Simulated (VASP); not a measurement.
**GaPPt5: structure and properties in VASP**

What structure does GaPPt5 take at this level, and what are its properties? The steps: relaxing cell and atoms (PBEsol + D3(BJ)), second relaxation, single point with fields (PBEsol + D3(BJ)), band structure (PBEsol + D3(BJ)), total and projected DOS (PBEsol + D3(BJ)), independent-particle dielectric function (PBEsol + D3(BJ)), zone-centre phonons (PBEsol + D3(BJ)), a single point (PBEsol + D3(BJ)), changed input and bands along the symmetry lines (PBEsol + D3(BJ)), changed input. The start is a computed cell from the Materials Project.

Method: PBEsol with D3(BJ); plane waves and PAW (Ga_d, P, Pt), in VASP 6.6.1.

## (1) Set-up

Before any relaxation, the start is as follows. The structure is tetragonal, space group P4/mmm (No. 123). The conventional cell has a = 3.918 Å, b = 3.918 Å, c = 6.885 Å, α = 90.00°, β = 90.00°, γ = 90.00°. Nearest to Ga lie 12 Pt at 2.77 to 2.80 Å. Nearest to P lie 8 Pt at 2.43 Å. Nearest to Pt lie 2 P at 2.43 Å and 6 Pt at 2.77 to 2.80 Å and 2 Ga at 2.80 Å. Nearest to Pt lie 4 Ga at 2.77 Å and 8 Pt at 2.80 Å. Farther neighbours are not listed.

## (2) Relaxing cell and atoms (PBEsol + D3(BJ))

The start need not lie at this functional's minimum. ISIF = 3 frees volume, shape and positions, and EDIFFG sets the threshold on forces and stress at which the search stops. PBEsol restores the gradient expansion of exchange and is tuned for the cells of solids. A dispersion term adds the long-range attraction that semilocal functionals lack. D3 with Becke-Johnson damping keeps a finite attraction at short range.

INCAR reads:

```
SYSTEM = GaPPt5
PREC = Accurate
ENCUT = 400
EDIFF = 1E-06
NELM = 100
ISMEAR = 0
SIGMA = 0.05
LREAL = .FALSE.
ALGO = Normal
GGA = PS
IVDW = 12
NBANDS = 42
LASPH = .TRUE.
LORBIT = 11
LWAVE = .FALSE.
LCHARG = .FALSE.
KPAR = 4
IBRION = 2
NSW = 60
ISIF = 3
EDIFFG = -0.01
```

POSCAR reads:

```
GaPPt5
1.0
    3.9176303600      0.0000000000      0.0000000000
    0.0000000000      3.9176303600      0.0000000000
    0.0000000000      0.0000000000      6.8845979100
Ga P Pt
1 1 5
Direct
    0.5000000000      0.5000000000      0.0000000000
    0.0000000000      0.0000000000      0.5000000000
    0.0000000000      0.5000000000      0.2899181300
    0.0000000000      0.5000000000      0.7100818700
    0.5000000000      0.0000000000      0.2899181300
    0.5000000000      0.0000000000      0.7100818700
    0.0000000000      0.0000000000      0.0000000000
```

KPOINTS reads:

```
Automatic mesh
0
Gamma
6 6 4
0 0 0
```

Potentials, in the order of the species: Ga_d, P and Pt (PBE family, release 64).

The run is started by

```sh
> mpirun -np 4 vasp_std
```

What it wrote:

```text
[banner, memory and clock lines left out]
running    4 mpi-ranks, on    1 nodes
 distrk:  each k-point on    1 cores,    4 groups
 distr:  one band on    1 cores,    1 groups

 POSCAR found type information on POSCAR GaP Pt
 POSCAR found :  3 types and       7 ions
|                                                                             |
|               ----> ADVICE to this user running VASP <----                  |
|                                                                             |
|     You enforced a specific xc type in the INCAR file but a different       |
|     [... a line on the potential file left out ...]
|     I HOPE YOU KNOW WHAT YOU ARE DOING!                                     |
|                                                                             |

 LDA part: xc-table for (Slater+PW92), standard interpolation
 POSCAR, INCAR and KPOINTS ok, starting setup
 FFT: planning ... GRIDC
 FFT: planning ... GRID_SOFT
 FFT: planning ... GRID
 WAVECAR not read
 entering main loop
       N       E                     dE             d eps       ncg     rms          rms(c)
DAV:   1     0.541116297278E+03    0.54112E+03   -0.27140E+04  2720   0.172E+03
DAV:   2     0.136786426615E+02   -0.52744E+03   -0.50145E+03  2838   0.465E+02
DAV:   3    -0.470712366571E+02   -0.60750E+02   -0.57420E+02  2888   0.122E+02
DAV:   4    -0.495888193123E+02   -0.25176E+01   -0.24883E+01  2900   0.272E+01
DAV:   5    -0.496707968166E+02   -0.81978E-01   -0.81788E-01  3326   0.454E+00    0.283E+01
DAV:   6    -0.475586840008E+02    0.21121E+01   -0.74462E+00  2768   0.152E+01    0.141E+01
DAV:   7    -0.474339779660E+02    0.12471E+00   -0.11482E+00  3164   0.890E+00    0.616E+00
DAV:   8    -0.473378817785E+02    0.96096E-01   -0.72045E-01  2742   0.687E+00    0.270E+00
DAV:   9    -0.473069881041E+02    0.30894E-01   -0.11477E-01  2832   0.248E+00    0.425E-01
DAV:  10    -0.473063291242E+02    0.65898E-03   -0.77957E-03  3466   0.613E-01    0.215E-01
DAV:  11    -0.473063076983E+02    0.21426E-04   -0.10145E-03  2808   0.197E-01    0.635E-02
DAV:  12    -0.473062847430E+02    0.22955E-04   -0.14489E-04  2920   0.984E-02    0.255E-02
DAV:  13    -0.473062848834E+02   -0.14043E-06   -0.92513E-06  3280   0.238E-02
   1 F= -.51708376E+02 E0= -.51707289E+02  d E =-.517084E+02
 curvature:   0.00 expect dE= 0.000E+00 dE for cont linesearch  0.000E+00
 trial: gam= 0.00000 g(F)=  0.338E-03 g(S)=  0.966E+00 ort = 0.000E+00 (trialstep = 0.100E+01)
 search vector abs. value=  0.966E+00
 bond charge predicted
       N       E                     dE             d eps       ncg     rms          rms(c)
DAV:   1    -0.582688291827E+02   -0.10963E+02   -0.24029E+02  2760   0.108E+02    0.339E+01
DAV:   2    -0.468787750558E+02    0.11390E+02   -0.29682E+01  3206   0.537E+01    0.735E+00
DAV:   3    -0.459760098419E+02    0.90277E+00   -0.31055E+00  3548   0.120E+01    0.344E+00
DAV:   4    -0.458302023266E+02    0.14581E+00   -0.33533E-01  3478   0.478E+00    0.170E+00
DAV:   5    -0.457866426694E+02    0.43560E-01   -0.90269E-02  3602   0.229E+00    0.777E-01
DAV:   6    -0.457829126653E+02    0.37300E-02   -0.12778E-02  3006   0.912E-01    0.414E-01
DAV:   7    -0.457826211412E+02    0.29152E-03   -0.31605E-03  3250   0.344E-01    0.626E-02
DAV:   8    -0.457825431702E+02    0.77971E-04   -0.19696E-04  2850   0.885E-02    0.301E-02
DAV:   9    -0.457825406022E+02    0.25680E-05   -0.20558E-05  3314   0.280E-02    0.517E-03
DAV:  10    -0.457825402367E+02    0.36555E-06   -0.12453E-06  1652   0.815E-03
   2 F= -.50879148E+02 E0= -.50878284E+02  d E =0.829229E+00
[... from here on, the cycles between the ionic steps are left out ...]
   3 F= -.51859172E+02 E0= -.51858274E+02  d E =-.150795E+00
   4 F= -.51859354E+02 E0= -.51858450E+02  d E =-.150978E+00
   5 F= -.51859327E+02 E0= -.51858417E+02  d E =-.150951E+00
   6 F= -.51859250E+02 E0= -.51858371E+02  d E =0.772489E-04
   7 F= -.51859394E+02 E0= -.51858496E+02  d E =-.664411E-04
   8 F= -.51859394E+02 E0= -.51858498E+02  d E =-.665297E-04
   9 F= -.51859394E+02 E0= -.51858498E+02  d E =-.665985E-04
 curvature:  -0.10 expect dE=-0.123E-04 dE for cont linesearch -0.874E-07
 trial: gam= 0.33207 g(F)=  0.593E-04 g(S)=  0.587E-04 ort =-0.186E-04 (trialstep = 0.762E+00)
 search vector abs. value=  0.151E-03
 bond charge predicted
       N       E                     dE             d eps       ncg     rms          rms(c)
DAV:   1    -0.472621432534E+02    0.42385E-03   -0.21159E-02  2526   0.578E-01    0.525E-02
DAV:   2    -0.472621386531E+02    0.46003E-05   -0.36962E-04  3506   0.114E-01    0.240E-02
DAV:   3    -0.472621269628E+02    0.11690E-04   -0.32665E-05  2838   0.357E-02    0.174E-02
DAV:   4    -0.472621242578E+02    0.27049E-05   -0.10099E-05  2908   0.228E-02    0.526E-03
DAV:   5    -0.472621240380E+02    0.21980E-06   -0.13135E-06  1446   0.862E-03
  10 F= -.51859449E+02 E0= -.51858568E+02  d E =-.550108E-04
 trial-energy change:   -0.000055  1 .order   -0.000056   -0.000085   -0.000026
 step:   1.1056(harm=  1.1056)  dis= 0.00134  next Energy=   -51.859456 (dE=-0.619E-04)
 reached required accuracy - stopping structural energy minimisation
```

It took 74 s on 4 MPI ranks of Intel Xeon 6975P-C (Granite Rapids), shared host; peak memory 1 GiB; 4.9 min of CPU time.

Lines that name or quote the potential files are left out of all logs, and their timing lines are given in words.

OUTCAR, selected parts (step 2):

```text
ion  position               nearest neighbor table
   1  0.500  0.500  0.000-   7 2.77   7 2.77   7 2.77   7 2.77   3 2.80   5 2.80   6 2.80   4 2.80
                             3 2.80   4 2.80   5 2.80   6 2.80
   2  0.000  0.000  0.500-   3 2.43   4 2.43   5 2.43   6 2.43   3 2.43   4 2.43   5 2.43   6 2.43

  LATTYP: Found a simple tetragonal cell.
 ALAT       =     3.9176303600
 C/A-ratio  =     1.7573372874

 Subroutine GETGRP returns: Found 16 space group operations
 (whereof 16 operations were pure point group operations)

The static configuration has the point symmetry D_4h.

 Found     30 irreducible k-points:

   k-points           NKPTS =     30   k-points in BZ     NKDIM =     30   number of bands    NBANDS=     42

   dimension x,y,z NGX =    28 NGY =   28 NGZ =   48
   dimension x,y,z NGXF=    56 NGYF=   56 NGZF=   96

   ENCUT  =  400.0 eV  29.40 Ry    5.42 a.u.   6.39  6.39 11.23*2*pi/ulx,y,z

   NELECT =      68.0000    total number of electrons

 k-points in reciprocal lattice and weights: Automatic mesh
   0.00000000  0.00000000  0.00000000       0.007
   0.16666667  0.00000000  0.00000000       0.028
   0.33333333  0.00000000  0.00000000       0.028
   0.50000000  0.00000000  0.00000000       0.014
   0.16666667  0.16666667  0.00000000       0.028
   0.33333333  0.16666667  0.00000000       0.056
   0.50000000  0.16666667  0.00000000       0.028
   0.33333333  0.33333333  0.00000000       0.028
   0.50000000  0.33333333  0.00000000       0.028
[...]
0.50000000  0.33333333  0.50000000       0.028
   0.50000000  0.50000000  0.50000000       0.007

 Edisp (eV)   -4.59683

 average (electrostatic) potential at core
       1 -59.2488       2 -79.0542       3 -63.0678       4 -63.0678       5 -63.0678
       6 -63.0678       7 -62.6460

 E-fermi :  11.4388

 k-point     1 :       0.0000    0.0000    0.0000
  band No.  band energies     occupation
    ...
     30       9.8483      2.00000
     31      10.0112      2.00000
     32      10.1906      2.00000
     33      10.1906      2.00000
     34      11.4540      0.66834
     35      11.5008      0.07966
     36      12.9793      0.00000
     37      13.0884      0.00000
     38      15.6051      0.00000
     39      15.6051      0.00000
    ...

 k-point     2 :       0.1667    0.0000    0.0000
  band No.  band energies     occupation
    ...
     30       9.5454      2.00000
     31       9.6774      2.00000
     32       9.7897      2.00000
     33      10.1163      2.00000
     34      10.9552      2.00000
     35      12.0787      0.00000
     36      12.7349      0.00000
     37      13.8359      0.00000
     38      14.5236      0.00000
     39      14.9139      0.00000
    ...

 k-point     3 :       0.3333    0.0000    0.0000
  band No.  band energies     occupation
    ...
     30       9.0527      2.00000
     31       9.3141      2.00000
     32       9.6248      2.00000
     33       9.8656      2.00000
     34      10.4993      2.00000
     35      11.9513      0.00000
     36      12.4516      0.00000
     37      13.0281      0.00000
     38      14.4903      0.00000
     39      15.3124      0.00000
    ...

 Edisp (eV)   -4.59732

  Total      -0.02575    -0.02575     0.00162     0.00000    -0.00000     0.00000
  in kB      -0.40754    -0.40754     0.02570     0.00000    -0.00000     0.00000
  external pressure =       -0.26 kB  Pullay stress =        0.00 kB

  energy-cutoff  :      400.00
  volume of cell :      101.24
      direct lattice vectors                 reciprocal lattice vectors
     3.860753336 -0.000000000  0.000000000     0.259016807  0.000000000  0.000000000
     0.000000000  3.860753336 -0.000000000    -0.000000000  0.259016807  0.000000000
    -0.000000000 -0.000000000  6.791904511    -0.000000000  0.000000000  0.147234108

 POSITION                                       TOTAL-FORCE (eV/Angst)
 -----------------------------------------------------------------------------------
      1.93038      1.93038      6.79190        -0.000000     -0.000000     -0.000000
     -0.00000     -0.00000      3.39595        -0.000000     -0.000000     -0.000000
     -0.00000      1.93038      1.97096        -0.000000     -0.000000      0.004641
     -0.00000      1.93038      4.82094         0.000000      0.000000     -0.004641
      1.93038     -0.00000      1.97096        -0.000000     -0.000000      0.004641
      1.93038     -0.00000      4.82094         0.000000      0.000000     -0.004641
     -0.00000     -0.00000      6.79190        -0.000000     -0.000000     -0.000000
 -----------------------------------------------------------------------------------
    total drift:                                0.000000     -0.000000      0.000000

  FREE ENERGIE OF THE ION-ELECTRON SYSTEM (eV)
  ---------------------------------------------------
  free  energy   TOTEN  =       -51.8594487798 eV

  energy  without entropy=      -51.8576881486  energy(sigma->0) =      -51.85856846

 reached required accuracy - stopping structural energy minimisation

 total charge
# of ion       s       p       d       tot
------------------------------------------
    1        0.797   0.706  10.069  11.571
    2        0.962   1.400   0.000   2.363
    3        0.649   0.686   8.202   9.537
    4        0.649   0.686   8.202   9.537
    5        0.649   0.686   8.202   9.537
    6        0.649   0.686   8.202   9.537
    7        0.630   0.609   8.211   9.451
--------------------------------------------------
tot          4.986   5.458  51.088  61.532

[... 3 further parts left out ...]
```

CONTCAR:

```
GaPPt5
   1.00000000000000
     3.8607533356472996   -0.0000000000000000    0.0000000000000000
     0.0000000000000000    3.8607533356472996   -0.0000000000000000
    -0.0000000000000000   -0.0000000000000000    6.7919045108460292
  Ga              P               Pt
     1     1     5
Direct
     0.5000000000000000    0.5000000000000000    1.0000000000000000
     0.0000000000000000    0.0000000000000000    0.5000000000000000
     0.0000000000000000    0.5000000000000000    0.2901925661805568
     0.0000000000000000    0.5000000000000000    0.7098074338194432
     0.5000000000000000    0.0000000000000000    0.2901925661805568
     0.5000000000000000    0.0000000000000000    0.7098074338194432
     0.0000000000000000    0.0000000000000000    1.0000000000000000
```

The k-mesh is coarse for a metal. The PAW data sets were made with PBE, which is usual practice but a small mismatch for other functionals. The run keeps the 16 symmetry operations of its start, so it cannot find a distortion of lower symmetry.

The steps of the relaxation:

```tsv
step	energy less that of the first step (eV)	largest force (eV/Å)	pressure (GPa)	volume (Å³)
1	0.0000	0.0418	-10.36	105.66
2	0.8292	0.0410	35.61	91.43
3	-0.1508	0.0235	-0.39	101.37
4	-0.1510	0.0229	-0.04	101.24
5	-0.1510	0.0226	0.19	101.16
6	-0.1509	0.0101	-0.38	101.37
7	-0.1510	0.0176	-0.02	101.24
8	-0.1510	0.0163	-0.09	101.25
9	-0.1510	0.0175	-0.07	101.25
10	-0.1511	0.0046	-0.03	101.24
```

```tsv
conventional cell, symmetrised	before	after	change
a (Å)	3.918	3.861	-1.5 %
b (Å)	3.918	3.861	-1.5 %
c (Å)	6.885	6.792	-1.3 %
volume (Å³/atom)	15.09	14.46	-4.2 %
```

Final coordinates:

```xyz
7
Lattice="3.8608 0.0000 0.0000 0.0000 3.8608 0.0000 0.0000 0.0000 6.7919" Properties=species:S:1:pos:R:3 pbc="T T T"
Ga    1.9304    1.9304    0.0000
P     0.0000    0.0000    3.3960
Pt    0.0000    1.9304    1.9710
Pt    0.0000    1.9304    4.8209
Pt    1.9304    0.0000    1.9710
Pt    1.9304    0.0000    4.8209
Pt    0.0000    0.0000    0.0000
```

This step gave:

```
electrons                       : 68
bands                           : 42
irreducible k-points            : 30
symmetry operations             : 16
free energy (TOTEN)             : -51.8594 eV
energy at zero smearing         : -51.8586 eV
Fermi energy                    : 11.44 eV
pressure                        : -0.02631 GPa
metallic                        : yes
SCF cycles over all ionic steps : 69
```

It ends with a largest force of 0.005 eV/Å and a pressure of -0.03 GPa.

(Continued in part 2 of 5.)

[Lines on the potential files, build, host, timing and source positions are cut from VASP's logs without a mark.]

[Logs are printed without paths, hosts, clocks, repeated set-up lines and the standing remarks that a program may print on its own settings, such as how far it seeks lower states.]

[Hosts, paths, dates, database ids (printed as entryN), source tags and the programs' standing remarks are cut or masked in the printed files.]

[A measured line is paired with the nearest computed mode of its activity, which favours agreement.]

[In band tables of VASP the shares of atoms and orbitals are scaled to a sum of 1 inside the atoms' spheres.]
